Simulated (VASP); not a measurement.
PmTe:

```
Pm Te
1.0
     4.18125    0.00000    0.00000
    -2.09062    3.62107    0.00000
     0.00000    0.00000    4.08069
Pm Te
1 1
Direct
  0.00000 0.00000 0.00000
  0.66667 0.33333 0.50000
```

The cell comes from a database or a generator and needn't be the stable form of this composition.

Base run:

* Program: VASP 6.6.1
* Functional: LDA
* Potentials or basis: VASP PAW PBE potentials, release 64 (Pm, Te)
* Cutoff: 520 eV
* k mesh: 5 × 5 × 5
* Occupations: gaussian, width 0.05 eV
* Spin: collinear spin, zero start
* Starting moments: [0.0, 0.0] μB
* Hubbard terms: Pm f U = 5 eV

Its results: band gap on the k mesh none (metal or under the smearing width); pressure -2.2 GPa; net moment -0.60 μB per cell; site moments Pm -0.25; Te -0.00 μB.

Q: The run is repeated on the same cell with these changes: hubbard terms from Pm f U = 5 eV to Pm f U = 6 eV; further incar settings from ALGO = Normal; EDIFF = 1e-07; NBANDS = 22 to ALGO = Normal; EDIFF = 1e-06. What comes out?

A: Band gap on the k mesh none (metal or under the smearing width); pressure 3.9 GPa; net moment 1.09 μB per cell; site moments Pm +1.04; Te -0.01 μB.

Caveats: the magnetic or orbital state may not be the lowest; the PAW data sets were made with another functional, which shifts forces and pressure a little; spin-orbit coupling is left out, which moves the levels of the heavy elements; the U is typed as a test and isn't derived for this compound.
